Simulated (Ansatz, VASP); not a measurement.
# B3C: VASP beside Ansatz

```
CELL_PARAMETERS angstrom
2.04203 1.17896 4.66681
-2.04203 1.17896 4.66681
0.00000 -2.35793 4.66681
ATOMIC_POSITIONS crystal
B 0.23481 0.80203 0.80203
B 0.80203 0.80203 0.23481
B 0.80203 0.23481 0.80203
B 0.19797 0.76519 0.19797
B 0.19797 0.19797 0.76519
B 0.76519 0.19797 0.19797
C 0.44576 0.44576 0.44576
C 0.55424 0.55424 0.55424
```

Alike in both runs: functional PBE; k mesh 5 × 5 × 5; occupations gaussian, width 0.2 eV; no spin polarisation.

Ansatz relaxed the structure, and its values are those at the end. VASP's run is a single point on that final structure, the one shown.

|  | VASP | Ansatz |
| --- | --- | --- |
| version | VASP 6.6.1 | Ansatz 0.2.0 |
| potentials or method | VASP PAW PBE potentials, release 64 (B, C) | scalar-relativistic, plane waves, PAW |
| plane-wave cutoff (eV) | 520 | 420 |
| valence electrons in the cell | 26 | 26 |

|  | VASP | Ansatz | Ansatz less VASP |
| --- | --- | --- | --- |
| gap on the k mesh at the Fermi level (eV) | none | none | - |
| pressure (GPa) | -0.2 | -0.3 | -0.07 |
| rms of the force components (eV/Å) | 0.010 | 0.013 | +0.0032 |

A gap of «none» marks a metal or a gap that the smearing closes.

Caveats: the k mesh is coarse (spacing up to 0.37 Å⁻¹), so the values aren't converged.
